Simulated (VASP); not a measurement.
The system is Be3Se2O.

```
Be Se O
1.0
    -1.65000    1.65000    7.65000
     1.65000   -1.65000    7.65000
     1.65000    1.65000   -7.65000
Be Se O
3 2 1
Direct
  0.94500 0.44500 0.50000
  0.55500 0.05500 0.50000
  0.25000 0.75000 0.50000
  0.64500 0.64500 0.00000
  0.35500 0.35500 0.00000
  0.00000 0.00000 0.00000
```

The cell was built by a generator and needn't be a form met in nature.

| Quantity | Value |
| --- | --- |
| Program | VASP 6.6.1 |
| Task | relaxation of cell and atoms |
| Functional | PBE |
| Potentials or basis | VASP PAW PBE potentials, release 64 (Be, Se, O) |
| Cutoff | 520 eV |
| k mesh | 6 × 6 × 6 |
| Occupations | gaussian, width 0.15 eV |
| Spin | no spin polarisation |

At the start: pressure -2.0 GPa; volume 13.88 Å³/atom.

**Question.** Where does the relaxation end?

**Answer.** Over 8 steps the energy falls by 93.7 meV/atom and the volume is 13.38 Å³/atom (-3.6 %); space group I-4m2 (No. 119, to 0.05 Å).

The path:
```csv
step,energy change (eV),largest force (eV/Å),pressure (GPa),volume (Å³)
1,0.0000,1.7968,-1.96,83.31
2,-0.4633,0.5422,-0.97,81.18
3,-0.5400,0.3640,0.48,79.75
4,-0.5403,0.3006,0.51,79.85
5,-0.5592,0.0851,-0.01,80.29
6,-0.5608,0.0917,-0.16,80.46
7,-0.5608,0.0966,-0.18,80.47
8,-0.5619,0.0698,-0.05,80.30
```

Final structure:
```cif
data_structure
_symmetry_space_group_name_H-M 'P 1'
_symmetry_Int_Tables_number 1
_cell_length_a 7.3475
_cell_length_b 7.3475
_cell_length_c 7.3475
_cell_angle_alpha 153.238
_cell_angle_beta 153.238
_cell_angle_gamma 38.209
_cell_volume 80.30
loop_
_atom_site_label
_atom_site_type_symbol
_atom_site_fract_x
_atom_site_fract_y
_atom_site_fract_z
_atom_site_occupancy
Be1 Be 0.94708 0.44708 0.50000 1
Be2 Be 0.55292 0.05292 0.50000 1
Be3 Be 0.25000 0.75000 0.50000 1
Se1 Se 0.65289 0.65289 0.00000 1
Se2 Se 0.34711 0.34711 0.00000 1
O1 O 0.00000 0.00000 0.00000 1
```

Caveat: the k mesh is coarse (spacing up to 0.45 Å⁻¹), so the values aren't converged.
